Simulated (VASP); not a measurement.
Calculation: PBEsol GGA, VASP's PBE PAW potentials (set 64) (plane waves; VASP).

Input for VASP

INCAR:
```
SYSTEM = CsBr
PREC = Accurate; ENCUT = 400; LREAL = .FALSE.
LASPH = .TRUE.
EDIFF = 1E-6; NELM = 100; ALGO = Normal
LMAXMIX = 4
ISMEAR = 0; SIGMA = 0.05
GGA = PS
IBRION = 2; NSW = 60; ISIF = 3
EDIFFG = -0.01
LWAVE = .FALSE.; LCHARG = .FALSE.
```

### KPOINTS
```
Automatic mesh
0
gamma
 6 6 6
0 0 0
```

### POSCAR
```
CsBr
1
    4.2481745737     0.0000000000    -0.0000000000
   -0.0000000000     4.2481745737     0.0000000000
   -0.0000000000     0.0000000000     4.2481745737
Cs Br
1 1
Direct
  0.0000000000   0.0000000000   0.0000000000
  0.5000000000   0.5000000000   0.5000000000
```

POTCAR, in this order: Cs_sv Br (PBE.64 set). Program: vasp_std.

Unless said otherwise, spin-orbit coupling is left out, though it shifts the bands of the heavy elements here.

**Question.** What does the run give for the energy per atom (σ→0), band gap (on the k-mesh)?

**Answer.** 
| Quantity | Value |
|---|---|
| energy per atom (σ→0) | -3.174 eV/atom |
| band gap (on the k-mesh) | 4.42 eV |

### OSZICAR
```
...
DAV:   6    -0.638103324827E+01    0.20645E+00   -0.30895E-01   532   0.294E+00    0.980E-01
DAV:   7    -0.634603872338E+01    0.34995E-01   -0.15554E-01   600   0.207E+00    0.516E-01
DAV:   8    -0.634688393190E+01   -0.84521E-03   -0.92762E-03   564   0.677E-01    0.829E-02
DAV:   9    -0.634704720876E+01   -0.16328E-03   -0.18002E-03   592   0.261E-01    0.647E-02
DAV:  10    -0.634707314453E+01   -0.25936E-04   -0.10571E-04   552   0.810E-02    0.164E-02
DAV:  11    -0.634707661503E+01   -0.34705E-05   -0.45972E-05   552   0.398E-02    0.500E-03
DAV:  12    -0.634707602168E+01    0.59335E-06   -0.65163E-06   576   0.165E-02
   1 F= -.63470760E+01 E0= -.63470760E+01  d E =-.634708E+01
```

The compound is CsBr in the CsCl type structure. It was relaxed first. The start is the result of an earlier pass.
